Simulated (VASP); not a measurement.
# Be2BiSb3 (P-3m1) in VASP: single point with PBE

Aim: the single point of Be2BiSb3 with PBE.

Everything below comes from runs of VASP 6.6.1. Logs are shortened: lines on timing, memory, paths and dates and some standing lists are left out, and cuts for length are marked.

### Step 1. The structure

It takes space group P-3m1 (No. 164, trigonal). Conventional cell: a = 3.901 Å, b = 3.901 Å, c = 10.245 Å, α = 90.00°, β = 90.00°, γ = 120.00°. Around Be (site symmetry 3m) lie 6 Sb at 2.56 to 2.74 Å. Sb (site symmetry -3m) is surrounded by 6 Be at 2.74 Å. Sb (site symmetry 3m) has 3 Be at 2.56 Å as nearest neighbours. Around Bi (site symmetry -3m) lie 6 Sb at 3.25 Å.

The cell was built by a generator and needn't be a form met in nature.

### Step 2. Single point, PBE

File INCAR:

```
PREC = Accurate ; ENCUT = 520
EDIFF = 1E-6 ; ISMEAR = 0
SIGMA = 0.1 ; LREAL = F
LASPH = T ; NELM = 100
ALGO = Fast ; ISIF = 2
LWAVE = F ; LCHARG = T
GGA = PE ; LELF = T
LVHAR = T ; NBANDS = 26
```

File KPOINTS:

```
regular mesh
0
Gamma
  12 12 4
```

File POSCAR:

```
Be2BiSb3
1.0
    3.9008823588      0.0000000000      0.0000000000
   -1.9504411794      3.3782632199      0.0000000000
    0.0000000000      0.0000000000     10.2451817973
Be Sb Bi
2 3 1
Direct
    0.3333333333      0.6666666667      0.6526808207
    0.6666666667      0.3333333333      0.3473191793
    0.0000000000      0.0000000000      0.5000000000
    0.3333333333      0.6666666667      0.2293132477
    0.6666666667      0.3333333333      0.7706867523
    0.0000000000      0.0000000000      0.0000000000
```

Potentials or basis: VASP PAW PBE potentials, release 64 (Be, Sb, Bi_d).

Started as:

```console
$ cat potpaw_PBE.64/Be/POTCAR potpaw_PBE.64/Sb/POTCAR potpaw_PBE.64/Bi_d/POTCAR > POTCAR
$ mpirun -np 1 vasp_std > vasp.out
```

OUTCAR:

```text
PREC = Accurate
   ENCUT = 520
   EDIFF = 1E-6
   ISMEAR = 0
   LREAL = F
   LASPH = T
   NELM = 100
   ISIF = 2
   GGA = PE

 ion  position               nearest neighbor table
   1  0.333  0.667  0.653-   5 2.56   5 2.56   5 2.56   3 2.74   3 2.74   3 2.74
   2  0.667  0.333  0.347-   4 2.56   4 2.56   4 2.56   3 2.74   3 2.74   3 2.74
   3  0.000  0.000  0.500-   1 2.74   2 2.74   2 2.74   1 2.74   2 2.74   1 2.74   4 3.57   5 3.57
                             5 3.57   4 3.57   4 3.57   5 3.57
   4  0.333  0.667  0.229-   2 2.56   2 2.56   2 2.56   6 3.25   6 3.25   6 3.25   3 3.57   3 3.57
                             3 3.57
   5  0.667  0.333  0.771-   1 2.56   1 2.56   1 2.56   6 3.25   6 3.25   6 3.25   3 3.57   3 3.57
                             3 3.57
   6  0.000  0.000  0.000-   4 3.25   5 3.25   5 3.25   4 3.25   5 3.25   4 3.25

  LATTYP: Found a hexagonal cell.
 ALAT       =     3.9008823588
 C/A-ratio  =     2.6263754851

  Lattice vectors:

 A1 = (   3.9008823588,   0.0000000000,   0.0000000000)
 A2 = (  -1.9504411794,   3.3782632199,   0.0000000000)
 A3 = (   0.0000000000,   0.0000000000,  10.2451817973)

Analysis of symmetry for initial positions (statically):
=====================================================================
 Subroutine PRICEL returns:
 Original cell was already a primitive cell.

 Routine SETGRP: Setting up the symmetry group for a
 hexagonal supercell.

 Subroutine GETGRP returns: Found 12 space group operations
 (whereof 12 operations were pure point group operations)
 out of a pool of 24 trial point group operations.

The static configuration has the point symmetry D_3d.

Analysis of symmetry for dynamics (positions and initial velocities):
=====================================================================
 Subroutine PRICEL returns:
 Original cell was already a primitive cell.

 Routine SETGRP: Setting up the symmetry group for a
 hexagonal supercell.

 Subroutine GETGRP returns: Found 12 space group operations
 (whereof 12 operations were pure point group operations)
 out of a pool of 24 trial point group operations.

The dynamic configuration has the point symmetry D_3d.

 Subroutine INISYM returns: Found 12 space group operations
 (whereof 12 operations are pure point group operations),
 and found     1 'primitive' translations

----------------------------------------------------------------------------------------

                                     Primitive cell

  volume of cell :     135.0131

  direct lattice vectors                    reciprocal lattice vectors
     3.900882359  0.000000000  0.000000000     0.256352258  0.148005045  0.000000000
    -1.950441179  3.378263220  0.000000000     0.000000000  0.296010090  0.000000000
     0.000000000  0.000000000 10.245181797     0.000000000  0.000000000  0.097606858

  length of vectors
     3.900882359  3.900882359 10.245181797     0.296010090  0.296010090  0.097606858

  position of ions in fractional coordinates (direct lattice)
     0.333333333  0.666666667  0.652680821
     0.666666667  0.333333333  0.347319179
     0.000000000  0.000000000  0.500000000
     0.333333333  0.666666667  0.229313248
     0.666666667  0.333333333  0.770686752
     0.000000000  0.000000000  0.000000000

  ion indices of the primitive-cell ions
   primitive index   ion index
                 1           1
                 2           2
                 3           3
                 4           4
                 5           5
                 6           6

----------------------------------------------------------------------------------------

 KPOINTS: regular mesh

Automatic generation of k-mesh.
 Grid dimensions read from file:
 generate k-points for:   12   12    4

 Generating k-lattice:

  Cartesian coordinates                     Fractional coordinates (reciprocal lattice)
     0.021362688  0.012333754  0.000000000     0.083333333  0.000000000  0.000000000
     0.000000000  0.024667508  0.000000000     0.000000000  0.083333333  0.000000000
     0.000000000  0.000000000  0.024401714     0.000000000  0.000000000  0.250000000

  Length of vectors
     0.024667508  0.024667508  0.024401714

  Shift w.r.t. Gamma in fractional coordinates (k-lattice)
     0.000000000  0.000000000  0.000000000

 Subroutine IBZKPT returns following result:
 ===========================================

 Found     69 irreducible k-points:

 Following reciprocal coordinates:
            Coordinates               Weight
  0.000000  0.000000  0.000000      1.000000
  0.083333  0.000000  0.000000      6.000000
  0.166667  0.000000  0.000000      6.000000
  0.250000 -0.000000  0.000000      6.000000
  0.333333 -0.000000  0.000000      6.000000
  0.416667 -0.000000  0.000000      6.000000
[... 16 lines left out ...]
  0.166667  0.000000  0.250000      6.000000
  0.000000  0.166667  0.250000      6.000000
 [... further k-points ...]
   k-points           NKPTS =     69   k-points in BZ     NKDIM =     69   number of bands    NBANDS=     26
   number of dos      NEDOS =    301   number of ions     NIONS =      6
   total plane-waves  NPLWV =  72000
   dimension x,y,z NGX =    30 NGY =   30 NGZ =   80
   dimension x,y,z NGXF=    60 NGYF=   60 NGZF=  160
   ions per type =               2   3   1
   NGX,Y,Z   is equivalent  to a cutoff of  12.79, 12.79, 12.98 a.u.
   NGXF,Y,Z  is equivalent  to a cutoff of  25.57, 25.57, 25.96 a.u.
 SYSTEM =  unknown system
   PREC   = accura    normal or accurate (medium, high low for compatibility)
   ISTART =      0    job   : 0-new  1-cont  2-samecut
   ICHARG =      2    charge: 1-file 2-atom 10-const
   ISPIN  =      1    spin polarized calculation?
   LNONCOLLINEAR =      F non collinear calculations
   LSORBIT =      F    spin-orbit coupling
   LASPH  =      T    aspherical Exc in radial PAW
   ENCUT  =  520.0 eV  38.22 Ry    6.18 a.u.   7.25  7.25 19.05*2*pi/ulx,y,z
   NELM   =    100;   NELMIN=  2; NELMDL= -5     # of ELM steps
   EDIFF  = 0.1E-05   stopping-criterion for ELM
   LREAL  =      F    real-space projection
   EDIFFG = 0.1E-04   stopping-criterion for IOM
   NSW    =      0    number of steps for IOM
   IBRION =     -1    ionic relax: 0-MD 1-quasi-New 2-CG
   NFREE  =      0    steps in history (QN), initial steepest desc. (CG)
   ISIF   =      2    stress and relaxation
   ISYM   =      2    0-nonsym 1-usesym 2-fastsym
   POTIM  = 0.5000    time-step for ionic-motion
   TEBEG  =    0.0;   TEEND  =   0.0 temperature during run
   PSTRESS=    0.0 pullay stress
   NELECT =      34.0000    total number of electrons
   NUPDOWN=      -1.0000    fix difference up-down
   EMIN   =  10.00;   EMAX   =-10.00  energy-range for DOS
   EFERMI =   0.00;   METHOD = LEGACY
   ISMEAR =     0;   SIGMA  =   0.10  broadening in eV -4-tet -1-fermi 0-gaus
   EFERMI_NEDOS =   21; number of points for ismear=-14 and -15
   IALGO  =     68    algorithm
   IMIX   =      4    mixing-type and parameters
     AMIX     =   0.40;   BMIX     =  1.00
     AMIX_MAG =   1.60;   BMIX_MAG =  1.00
  volume/ion in A,a.u.               =      22.50       151.85
  Fermi-wavevector in a.u.,A,eV,Ry     =   1.033814  1.953625 14.541521  1.068772
  Thomas-Fermi vector in A             =   2.168079
   LORBIT       =      0    0 simple, 1 ext, 2 COOP (PROOUT), +10 PAW based schemes
   GGA     = PE    functional components
   LHFCALC =     F    Hartree Fock is set to
   AEXX    =    0.0000 exact exchange contribution
   IVDW    =     0    specifies the selected vdW correction
   LEPSILON=     F    determine dielectric tensor
   LRPA    =     F    only Hartree local field effects (RPA)
 non-spin polarized calculation
 RMM-DIIS sequential band-by-band and
 Gauss-broadening in eV      SIGMA  =   0.10
  energy-cutoff  :      520.00
  volume of cell :      135.01
 maximum number of plane-waves:      3686
 NGX is ok and might be reduce to    30
   NGX = 15   NGY = 15   NGZ = 39

 number of electron      34.0000004 magnetization

 Free energy of the ion-electron system (eV)
  ---------------------------------------------------
  ext. energy  EPLUGINS =         0.00000000
  ---------------------------------------------------
  free energy    TOTEN  =       -22.00841648 eV

  energy without entropy =      -21.99539989  energy(sigma->0) =      -22.00190819

 E-fermi :   7.4218     XC(G=0): -10.0308

 val. band max:        7.4203290281   @ k =  -0.0833   0.4167   0.2500
 cond. band min:       7.4429516763   @ k =   0.3333   0.0833   0.0000
 fundamental gap:      0.0226226482
 Fermi energy:         7.4217970204

 k-point     1 :       0.0000    0.0000    0.0000
  band No.  band energies     occupation
      1     -15.6720      2.00000
      2     -15.6717      2.00000
      3     -15.6717      2.00000
      4     -15.6473      2.00000
      5     -15.6473      2.00000
      6      -5.3901      2.00000
[... 18 lines left out ...]
     25      12.3254      0.00000
     26      12.3892      0.00000

 k-point     2 :       0.0833    0.0000    0.0000
  band No.  band energies     occupation
      1     -15.6727      2.00000
      2     -15.6696      2.00000
      3     -15.6686      2.00000
      4     -15.6489      2.00000
      5     -15.6476      2.00000
      6      -5.3109      2.00000
[... 18 lines left out ...]
     25      12.3793      0.00000
     26      12.8699      0.00000

 k-point     3 :       0.1667    0.0000    0.0000
  band No.  band energies     occupation
      1     -15.6753      2.00000
      2     -15.6633      2.00000
      3     -15.6603      2.00000
      4     -15.6532      2.00000
      5     -15.6483      2.00000
      6      -5.0771      2.00000
[... 572 lines left out ...]
 k-point    23 :       0.1667    0.0000    0.2500
  band No.  band energies     occupation
      1     -15.6753      2.00000
      2     -15.6633      2.00000
      3     -15.6603      2.00000
      4     -15.6532      2.00000
      5     -15.6483      2.00000
      6      -5.0439      2.00000
[... 18 lines left out ...]
     25      12.8316      0.00000
     26      13.2223      0.00000

 k-point    24 :       0.0000    0.1667    0.2500
  band No.  band energies     occupation
      1     -15.6753      2.00000
      2     -15.6633      2.00000
      3     -15.6603      2.00000
      4     -15.6532      2.00000
      5     -15.6483      2.00000
      6      -5.0439      2.00000
[... 18 lines left out ...]
     25      12.9333      0.00000
     26      13.2507      0.00000

 [... further k-points ...]

------------------------ aborting loop because EDIFF is reached ----------------------------------------

  FORCE on cell =-STRESS in cart. coord.  units (eV):
  Direction    XX          YY          ZZ          XY          YZ          ZX
  --------------------------------------------------------------------------------------
  -------------------------------------------------------------------------------------
  Total        0.0582641      0.0582641      0.0502172      0.0000000      0.0000000      0.0000000
  in kB        0.6914102      0.6914102      0.5959184      0.0000000      0.0000000      0.0000000
  external PRESSURE =       0.6595796 kB  Pullay stress =       0.0000000 kB

 VOLUME and BASIS-vectors are now :
 -----------------------------------------------------------------------------
  energy-cutoff  :      520.00
  volume of cell :      135.01
      direct lattice vectors                 reciprocal lattice vectors
     3.900882359  0.000000000  0.000000000     0.256352258  0.148005045  0.000000000
    -1.950441179  3.378263220  0.000000000     0.000000000  0.296010090  0.000000000
     0.000000000  0.000000000 10.245181797     0.000000000  0.000000000  0.097606858

 POSITION                                       TOTAL-FORCE (eV/Angst)
 -----------------------------------------------------------------------------------
     -0.00000      2.25218      6.68683        -0.000000      0.000000     -0.008379
      1.95044      1.12609      3.55835        -0.000000      0.000000      0.008379
      0.00000      0.00000      5.12259        -0.000000      0.000000      0.000000
     -0.00000      2.25218      2.34936         0.000000     -0.000000     -0.018880
      1.95044      1.12609      7.89583        -0.000000      0.000000      0.018880
      0.00000      0.00000      0.00000        -0.000000      0.000000      0.000000
 -----------------------------------------------------------------------------------
    total drift:                               -0.000000     -0.000000      0.000000

  FREE ENERGIE OF THE ION-ELECTRON SYSTEM (eV)
  ---------------------------------------------------
  free  energy   TOTEN  =       -22.0084164842 eV

  energy  without entropy=      -21.9953998924  energy(sigma->0) =      -22.00190819
```

It took 5.4 min on 1 thread of Intel Xeon Platinum 8488C (Sapphire Rapids), shared host; peak memory 0.42 GiB.

What came out:

```yaml
Free_energy: -22.0084 eV
Pressure: 0.1 GPa
Largest_force: 0.019 eV/Å
Band_gap_on_the_k_mesh: none (metal or under the smearing width)
```

Forces in eV/Å, atoms in the order of the input:
```
Be   0.000  0.000 -0.008
Be   0.000  0.000  0.008
Sb   0.000  0.000  0.000
Sb   0.000  0.000 -0.019
Sb   0.000  0.000  0.019
Bi   0.000  0.000  0.000
```

Caveat: spin-orbit coupling is left out, which moves the levels of the heavy elements.
